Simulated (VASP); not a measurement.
**Al(111) over its thickness**

How many layers does a slab of Al(111) need before surface energy, work function and relaxation settle?

Calculated with VASP 6.6.1; PBE; plane waves and PAW (Al).

## (1) Set-up

Symmetry: Fm-3m, No. 225, cubic system. The conventional cell has a = 4.050 Å, b = 4.050 Å, c = 4.050 Å, α = 90.00°, β = 90.00°, γ = 90.00°. Nearest to Al lie 12 Al at 2.86 Å.

## (2) The bulk reference, job relaxation, k-mesh 16×16×16

The bulk crystal is relaxed first, so that the slabs are cut at this functional's lattice.

INCAR reads:

```
SYSTEM = Al
PREC = Accurate
ENCUT = 420
EDIFF = 1E-06
NELM = 120
ISMEAR = 1
SIGMA = 0.15
LREAL = .FALSE.
ALGO = Normal
GGA = PE
NBANDS = 7
LORBIT = 11
LWAVE = .FALSE.
LCHARG = .FALSE.
KPAR = 4
IBRION = 2
NSW = 30
ISIF = 3
EDIFFG = -0.01
POTIM = 0.4
```

POSCAR reads:

```
Al
1.0
    0.0000000000      2.0250000000      2.0250000000
    2.0250000000      0.0000000000      2.0250000000
    2.0250000000      2.0250000000      0.0000000000
Al
1
Direct
    0.0000000000      0.0000000000      0.0000000000
```

KPOINTS reads:

```
Automatic mesh
0
Gamma
16 16 16
0 0 0
```

PAW data sets: Al (PBE family, release 64).

Launch:

```bash
$ mpirun -np 4 vasp_std
```

What it wrote:

```text
[banner, memory and clock lines left out]
running    4 mpi-ranks, on    1 nodes
 distrk:  each k-point on    1 cores,    4 groups
 distr:  one band on    1 cores,    1 groups

 POSCAR found type information on POSCAR Al
 POSCAR found :  1 types and       1 ions
 LDA part: xc-table for (Slater+PW92), standard interpolation
 POSCAR, INCAR and KPOINTS ok, starting setup
 FFT: planning ... GRIDC
 FFT: planning ... GRID_SOFT
 FFT: planning ... GRID
 WAVECAR not read
 entering main loop
       N       E                     dE             d eps       ncg     rms          rms(c)
DAV:   1    -0.269589897456E+01   -0.26959E+01   -0.72682E+02  2086   0.187E+02
DAV:   2    -0.376630344637E+01   -0.10704E+01   -0.10455E+01  2772   0.182E+01
DAV:   3    -0.377332694098E+01   -0.70235E-02   -0.70190E-02  2884   0.156E+00
DAV:   4    -0.377334091625E+01   -0.13975E-04   -0.13974E-04  3073   0.565E-02
DAV:   5    -0.377334092386E+01   -0.76107E-08   -0.81748E-08  2828   0.110E-03    0.129E+00
DAV:   6    -0.376037825414E+01    0.12963E-01   -0.16884E-03  2716   0.221E-01    0.751E-01
DAV:   7    -0.375089760151E+01    0.94807E-02   -0.50814E-03  2555   0.357E-01    0.145E-01
DAV:   8    -0.375089310509E+01    0.44964E-05   -0.15914E-05  3087   0.312E-02    0.745E-03
DAV:   9    -0.375089164925E+01    0.14558E-05   -0.85253E-07  2807   0.454E-03    0.719E-04
DAV:  10    -0.375089126125E+01    0.38800E-06   -0.35883E-09  1834   0.460E-04
   1 F= -.37508913E+01 E0= -.37511104E+01  d E =-.375089E+01
 curvature:   0.00 expect dE= 0.000E+00 dE for cont linesearch  0.000E+00
 trial: gam= 0.00000 g(F)=  0.238E-64 g(S)=  0.505E-03 ort = 0.000E+00 (trialstep = 0.100E+01)
 search vector abs. value=  0.505E-03
 bond charge predicted
       N       E                     dE             d eps       ncg     rms          rms(c)
DAV:   1    -0.375118313839E+01   -0.29149E-03   -0.29409E-03  2506   0.241E-01    0.422E-02
DAV:   2    -0.375117121585E+01    0.11923E-04   -0.15638E-05  2730   0.311E-02    0.170E-02
DAV:   3    -0.375116341653E+01    0.77993E-05   -0.27253E-06  2604   0.736E-03    0.452E-03
DAV:   4    -0.375116326639E+01    0.15014E-06   -0.17317E-07  1309   0.188E-03
   2 F= -.37511633E+01 E0= -.37513848E+01  d E =-.272005E-03
 trial-energy change:   -0.000272  1 .order   -0.000269   -0.000505   -0.000033
 step:   1.0704(harm=  1.0704)  dis= 0.00000  next Energy=    -3.751162 (dE=-0.270E-03)
 reached required accuracy - stopping structural energy minimisation
```

Elapsed: 2.8 s, on 4 MPI ranks of Intel Xeon 6975P-C (Granite Rapids), shared host; peak memory 0.48 GiB; 8.4 s of CPU time.

Lines that name or quote the potential files are left out of all logs, and their timing lines are given in words.

Parts of OUTCAR (step 2):

```text
ion  position               nearest neighbor table
   1  0.000  0.000  0.000-

  LATTYP: Found a face centered cubic cell.
 ALAT       =     4.0500000000

 Subroutine GETGRP returns: Found 48 space group operations
 (whereof 48 operations were pure point group operations)

The static configuration has the point symmetry O_h .

 Found    145 irreducible k-points:

   k-points           NKPTS =    145   k-points in BZ     NKDIM =    145   number of bands    NBANDS=      7

   dimension x,y,z NGX =    20 NGY =   20 NGZ =   20
   dimension x,y,z NGXF=    40 NGYF=   40 NGZF=   40

   ENCUT  =  420.0 eV  30.87 Ry    5.56 a.u.   4.79  4.79  4.79*2*pi/ulx,y,z

   NELECT =       3.0000    total number of electrons

 k-points in reciprocal lattice and weights: Automatic mesh
   0.00000000  0.00000000  0.00000000       0.000
   0.06250000  0.00000000  0.00000000       0.002
   0.12500000  0.00000000  0.00000000       0.002
   0.18750000  0.00000000  0.00000000       0.002
   0.25000000  0.00000000  0.00000000       0.002
   0.31250000  0.00000000  0.00000000       0.002
   0.37500000  0.00000000  0.00000000       0.002
   0.43750000  0.00000000  0.00000000       0.002
   0.50000000  0.00000000  0.00000000       0.001
[...]
-0.31250000  0.50000000  0.18750000       0.003
  -0.25000000  0.50000000  0.25000000       0.001

 average (electrostatic) potential at core
       1 -72.6137

 E-fermi :   8.0519

 k-point     1 :       0.0000    0.0000    0.0000
  band No.  band energies     occupation
      1      -3.1300      2.00000
      2      20.6390      0.00000
      3      20.6390      0.00000
      4      20.6390      0.00000
      5      22.1387      0.00000
      6      22.1387      0.00000
    ...

 k-point     2 :       0.0625    0.0000    0.0000
  band No.  band energies     occupation
      1      -3.0238      2.00000
      2      18.8522      0.00000
      3      20.2651      0.00000
      4      20.2651      0.00000
      5      22.6777      0.00000
      6      22.6777      0.00000
    ...

 k-point     3 :       0.1250    0.0000    0.0000
  band No.  band energies     occupation
      1      -2.7054      2.00000
      2      16.3337      0.00000
      3      19.6957      0.00000
      4      19.6957      0.00000
      5      22.7418      0.00000
      6      23.6817      0.00000
    ...

  Total       -0.0043429     -0.0043429     -0.0043429     -0.0000000     -0.0000000     -0.0000000
  in kB       -0.4221927     -0.4221927     -0.4221927     -0.0000000     -0.0000000     -0.0000000
  external PRESSURE =      -0.4221927 kB  Pullay stress =       0.0000000 kB

  energy-cutoff  :      420.00
  volume of cell :       16.48
      direct lattice vectors                 reciprocal lattice vectors
     0.000000000  2.019837653  2.019837653    -0.247544648  0.247544648  0.247544648
     2.019837653 -0.000000000  2.019837653     0.247544648 -0.247544648  0.247544648
     2.019837653  2.019837653 -0.000000000     0.247544648  0.247544648 -0.247544648

 POSITION                                       TOTAL-FORCE (eV/Angst)
 -----------------------------------------------------------------------------------
      0.00000      2.01984      2.01984         0.000000      0.000000     -0.000000
 -----------------------------------------------------------------------------------
    total drift:                                0.000000      0.000000     -0.000000

  FREE ENERGIE OF THE ION-ELECTRON SYSTEM (eV)
  ---------------------------------------------------
  free  energy   TOTEN  =        -3.7511632664 eV

  energy  without entropy=       -3.7518278589  energy(sigma->0) =       -3.75138480

 reached required accuracy - stopping structural energy minimisation

 total charge
# of ion       s       p       d       tot
------------------------------------------
    1        0.429   0.339   0.000   0.768

[... 3 further parts left out ...]
```

CONTCAR:

```
Al
   1.00000000000000
     0.0000000000000000    2.0198376531143030    2.0198376531143030
     2.0198376531143030   -0.0000000000000000    2.0198376531143030
     2.0198376531143030    2.0198376531143030   -0.0000000000000000
  Al
     1
Direct
     1.0000000000000000    0.0000000000000000    0.0000000000000000
```

This run has no spin polarisation. Its electron count is odd, so without a moment it is a metal by construction. The run keeps the 48 symmetry operations of its start, so it cannot find a distortion of lower symmetry.

Relaxation path:

| step | energy less that of the first step (eV) | largest force (eV/Å) | pressure (GPa) | volume (Å³) |
| --- | --- | --- | --- | --- |
| 1 | 0.0000 | 0.0000 | -0.64 | 16.61 |
| 2 | -0.0003 | 0.0000 | -0.04 | 16.48 |

| conventional cell, symmetrised | before | after | change |
| --- | --- | --- | --- |
| a (Å) | 4.050 | 4.040 | -0.3 % |
| b (Å) | 4.050 | 4.040 | -0.3 % |
| c (Å) | 4.050 | 4.040 | -0.3 % |
| volume (Å³/atom) | 16.61 | 16.48 | -0.8 % |

The relaxed structure:

```
Al
1.0
     0.00000    2.01984    2.01984
     2.01984    0.00000    2.01984
     2.01984    2.01984    0.00000
Al
1
Direct
  0.00000 0.00000 0.00000
```

Numbers from this step:

- electronic cycles: 14
- electrons: 3
- free energy (TOTEN): -3.751 eV
- energy at zero smearing: -3.751 eV
- Fermi energy: 8.052 eV
- metallic: yes

The run ended after 2 ionic steps, 0.000 eV below its first step, once forces and stress met EDIFFG = -0.01.

Energy at zero smearing: -3.75138 eV.

## (3) The bulk reference, job self-consistent run, k-mesh 20×20×20

INCAR reads:

```
SYSTEM = Al
PREC = Normal
ENCUT = 320
EDIFF = 1E-06
NELM = 120
ISMEAR = 1
SIGMA = 0.15
LREAL = .FALSE.
ALGO = Fast
GGA = PE
NBANDS = 7
LORBIT = 11
LWAVE = .FALSE.
LCHARG = .FALSE.
KPAR = 4
```

POSCAR reads:

```
Al
1.0
    0.0000000000      2.0198376531      2.0198376531
    2.0198376531      0.0000000000      2.0198376531
    2.0198376531      2.0198376531      0.0000000000
Al
1
Direct
    0.0000000000      0.0000000000      0.0000000000
```

KPOINTS reads:

```
Automatic mesh
0
Gamma
20 20 20
0 0 0
```

Launch:

```bash
$ mpirun -np 4 vasp_std
```

What it wrote:

```text
[... set-up lines as in an earlier step ...]
 entering main loop
       N       E                     dE             d eps       ncg     rms          rms(c)
DAV:   1    -0.302289355697E+01   -0.30229E+01   -0.63273E+02  4221   0.141E+02
DAV:   2    -0.376210306893E+01   -0.73921E+00   -0.72147E+00  5152   0.156E+01
DAV:   3    -0.376534627220E+01   -0.32432E-02   -0.32356E-02  4571   0.998E-01
DAV:   4    -0.376535085339E+01   -0.45812E-05   -0.45803E-05  5565   0.329E-02
[...]
RMM:   8    -0.374269915577E+01   -0.18296E-04   -0.18346E-04  3866   0.889E-02    0.286E-02
RMM:   9    -0.374270160196E+01   -0.24462E-05   -0.25786E-05  3984   0.348E-02    0.113E-02
RMM:  10    -0.374270062160E+01    0.98036E-06   -0.52171E-06  4061   0.153E-02
   1 F= -.37427006E+01 E0= -.37426049E+01  d E =-.287166E-03
```

The job ended after 1.6 s (4 MPI ranks; peak memory 0.39 GiB; 3.5 s of CPU time).

OUTCAR, selected parts (step 3):

```text
  Total       -0.0059178     -0.0059178     -0.0059178     -0.0000000      0.0000000     -0.0000000
  in kB       -0.5752994     -0.5752994     -0.5752994     -0.0000000      0.0000000     -0.0000000
  external PRESSURE =      -0.5752994 kB  Pullay stress =       0.0000000 kB

 POSITION                                       TOTAL-FORCE (eV/Angst)
 -----------------------------------------------------------------------------------
      0.00000      0.00000      0.00000         0.000000      0.000000      0.000000
 -----------------------------------------------------------------------------------
    total drift:                                0.000000      0.000000     -0.000000

  FREE ENERGIE OF THE ION-ELECTRON SYSTEM (eV)
  ---------------------------------------------------
  free  energy   TOTEN  =        -3.7427006216 eV

  energy  without entropy=       -3.7424134555  energy(sigma->0) =       -3.74260490

[... 3 further parts left out ...]
[key lines of the parts left out:]
E-fermi :   8.0727
```

This step gave:

```
electronic cycles       : 10
free energy (TOTEN)     : -3.743 eV
energy at zero smearing : -3.743 eV
Fermi energy            : 8.073 eV
```

Energy at zero smearing: -3.74260 eV.

The run ends at a pressure of -0.06 GPa.

(Part 1 of 7 ends here.)

[Lines on the potential files, build, host, timing and source positions are cut from VASP's logs without a mark.]

[Logs are printed without paths, hosts, clocks, repeated set-up lines and the standing remarks that a program may print on its own settings, such as how far it seeks lower states.]

[Hosts, paths, dates, database ids (printed as entryN), source tags and the programs' standing remarks are cut or masked in the printed files.]

[Runs that stopped without an error message from VASP are left out.]
